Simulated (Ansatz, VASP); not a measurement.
Be3SnN in VASP and in Ansatz

```xyz
5
Lattice="4.4898 0.0000 0.0000 0.0000 4.4898 0.0000 0.0000 0.0000 4.4898" Properties=species:S:1:pos:R:3 pbc="T T T"
Be    0.0000    2.2449    2.2449
Be    2.2449    0.0000    2.2449
Be    2.2449    2.2449    0.0000
Sn    2.2449    2.2449    2.2449
N     0.0000    0.0000    0.0000
```

Alike in both runs: functional PBE; k mesh 8 × 8 × 8; occupations fermi-dirac, width 0.15 eV; no spin polarisation.

Ansatz relaxed the structure, and its values are those at the end. VASP's run is a single point on that final structure, the one shown.

|  | VASP | Ansatz |
| --- | --- | --- |
| version | VASP 6.6.1 | Ansatz 0.2.0 |
| potentials or method | VASP PAW PBE potentials, release 64 (Be, Sn_d, N) | scalar-relativistic, plane waves, PAW |
| plane-wave cutoff (eV) | 520 | 420 |
| valence electrons in the cell | 25 | 25 |

Ansatz gave:

| Quantity | Value |
| --- | --- |
| gap on the k mesh at the Fermi level (eV) | none |
| pressure (GPa) | 0.0 |

Problem. Which values does VASP return?

Solution. gap on the k mesh at the Fermi level (eV): none; pressure (GPa): -0.1.

A gap of «none» marks a metal or a gap that the smearing closes. With one functional, cell and mesh, what is left measures potentials, basis and numerics.
